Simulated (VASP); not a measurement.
Output of a VASP run:

File OSZICAR:
```
...
DAV:   4    -0.493421273341E+01    0.13777E-02   -0.10184E-02   754   0.643E-01    0.188E-01
DAV:   5    -0.493418534750E+01    0.27386E-04   -0.44862E-04   669   0.187E-01    0.499E-02
DAV:   6    -0.493420121069E+01   -0.15863E-04   -0.59763E-05   744   0.632E-02    0.128E-02
DAV:   7    -0.493420156836E+01   -0.35767E-06   -0.59468E-06   674   0.187E-02
   7 F= -.49342016E+01 E0= -.49342016E+01  d E =-.744529E-01
       N       E                     dE             d eps       ncg     rms          rms(c)
DAV:   1    -0.504856765981E+01   -0.11437E+00   -0.29506E+00   624   0.101E+01    0.141E+00
DAV:   2    -0.496110019114E+01    0.87467E-01   -0.13600E-01   649   0.224E+00    0.707E-01
DAV:   3    -0.493564858865E+01    0.25452E-01   -0.10106E-01   634   0.172E+00    0.210E-01
DAV:   4    -0.493544344140E+01    0.20515E-03   -0.16275E-03   699   0.290E-01    0.980E-02
DAV:   5    -0.493538928907E+01    0.54152E-04   -0.35389E-04   764   0.137E-01    0.260E-02
DAV:   6    -0.493538650179E+01    0.27873E-05   -0.13160E-05   684   0.258E-02    0.160E-02
DAV:   7    -0.493538697169E+01   -0.46991E-06   -0.48042E-06   669   0.154E-02
   8 F= -.49353870E+01 E0= -.49353870E+01  d E =-.118540E-02
       N       E                     dE             d eps       ncg     rms          rms(c)
DAV:   1    -0.496342553008E+01   -0.28039E-01   -0.64856E-01   624   0.482E+00    0.680E-01
DAV:   2    -0.494417472046E+01    0.19251E-01   -0.30377E-02   649   0.106E+00    0.332E-01
DAV:   3    -0.493878653719E+01    0.53882E-02   -0.21504E-02   629   0.796E-01    0.954E-02
DAV:   4    -0.493874726116E+01    0.39276E-04   -0.33774E-04   699   0.134E-01    0.490E-02
DAV:   5    -0.493873549560E+01    0.11766E-04   -0.72797E-05   764   0.644E-02    0.119E-02
DAV:   6    -0.493873441310E+01    0.10825E-05   -0.45028E-06   674   0.145E-02    0.533E-03
DAV:   7    -0.493873423819E+01    0.17491E-06   -0.28690E-07   342   0.483E-03
   9 F= -.49387342E+01 E0= -.49387342E+01  d E =-.453267E-02
       N       E                     dE             d eps       ncg     rms          rms(c)
DAV:   1    -0.494625118206E+01   -0.75168E-02   -0.49246E-01   624   0.410E+00    0.445E-01
DAV:   2    -0.494242284557E+01    0.38283E-02   -0.15583E-02   654   0.834E-01    0.206E-01
DAV:   3    -0.494119391165E+01    0.12289E-02   -0.43578E-03   734   0.387E-01    0.891E-02
DAV:   4    -0.494119940849E+01   -0.54968E-05   -0.34756E-04   689   0.138E-01    0.325E-02
DAV:   5    -0.494120911584E+01   -0.97074E-05   -0.29405E-05   684   0.529E-02    0.809E-03
DAV:   6    -0.494121042075E+01   -0.13049E-05   -0.31842E-06   711   0.137E-02    0.288E-03
DAV:   7    -0.494121061192E+01   -0.19117E-06   -0.35581E-07   377   0.612E-03
  10 F= -.49412106E+01 E0= -.49412106E+01  d E =-.247637E-02
       N       E                     dE             d eps       ncg     rms          rms(c)
DAV:   1    -0.494388284211E+01   -0.26724E-02   -0.21531E-01   624   0.271E+00    0.293E-01
DAV:   2    -0.494222544869E+01    0.16574E-02   -0.68207E-03   674   0.551E-01    0.136E-01
DAV:   3    -0.494169862117E+01    0.52683E-03   -0.18967E-03   729   0.256E-01    0.588E-02
DAV:   4    -0.494170220031E+01   -0.35791E-05   -0.15075E-04   704   0.911E-02    0.213E-02
DAV:   5    -0.494170661946E+01   -0.44191E-05   -0.12807E-05   674   0.349E-02    0.540E-03
DAV:   6    -0.494170721351E+01   -0.59405E-06   -0.12948E-06   477   0.901E-03
  11 F= -.49417072E+01 E0= -.49417072E+01  d E =-.297298E-02
```

OUTCAR:
```
------------------------ aborting loop because EDIFF is reached ----------------------------------------
  FORCE on cell =-STRESS in cart. coord.  units (eV):
  Direction    XX          YY          ZZ          XY          YZ          ZX
  --------------------------------------------------------------------------------------
  Total       -0.0116720     -0.0116720     -0.0127735      0.0000000      0.0000000      0.0000000
  in kB       -0.2027506     -0.2027506     -0.2218838      0.0000000      0.0000000      0.0000000
  external PRESSURE =      -0.2091283 kB  Pullay stress =       0.0000000 kB
  volume of cell :       92.23
      direct lattice vectors                 reciprocal lattice vectors
     2.254815299 -3.905454644 -0.000000000     0.221747653 -0.128026068  0.000000000
     2.254815299  3.905454644  0.000000000     0.221747653  0.128026068 -0.000000000
     0.000000000  0.000000000  5.236982043     0.000000000 -0.000000000  0.190949671
 POSITION                                       TOTAL-FORCE (eV/Angst)
 -----------------------------------------------------------------------------------
      2.76625     -3.01962      3.49132        -0.005290     -0.009162     -0.000000
      3.48675      0.00000     -0.00000         0.010579     -0.000000     -0.000000
      2.76625      3.01962      1.74566        -0.005290      0.009162      0.000000
 -----------------------------------------------------------------------------------
    total drift:                               -0.000176     -0.000456      0.000008
  FREE ENERGIE OF THE ION-ELECTRON SYSTEM (eV)
  ---------------------------------------------------
  free  energy   TOTEN  =        -4.9417072135 eV

  energy  without entropy=       -4.9417072135  energy(sigma->0) =       -4.94170721

 reached required accuracy - stopping structural energy minimisation
```
(Selected blocks of OUTCAR.)

### POSCAR
```
Se
1
    2.0440240226    -3.5403534474     0.0000000000
    2.0440240226     3.5403534474    -0.0000000000
    0.0000000000     0.0000000000     5.0758695182
Se
3
Direct
  1.0000000000   0.2467083398   0.6666670000
  0.7532916602   0.7532916602   0.0000000000
  0.2467083398   1.0000000000   0.3333330000
```

Write an INCAR and KPOINTS that could have produced this output.

Several could match; the one computed here: the input of the run itself, vdW-DF2, plane waves, VASP's PBE PAW potentials (set 64).

File KPOINTS:
```
K-points
0
G
6 6 4
```

INCAR:
```
SYSTEM = Se
PREC = Accurate
ENCUT = 520
EDIFF = 1E-6
NELM = 100
ALGO = Normal
LREAL = .FALSE.
LASPH = .TRUE.
ISMEAR = 0
SIGMA = 0.05
GGA = ML
ZAB_VDW = -1.8867
LUSE_VDW = .TRUE.
AGGAC = 0.0
LMAXMIX = 4
LWAVE = .FALSE.
LCHARG = .FALSE.
IBRION = 2
ISIF = 3
NSW = 60
EDIFFG = -0.02
```

POTCAR, in this order: Se (PBE.64 set). Program: vasp_std.

Energy and stress use the plane-wave basis of the starting cell.

The compound is Se in the trig structure. This run relaxes it. Symmetry was kept, so distortions that lower it aren't found. The start is the result of an earlier pass.
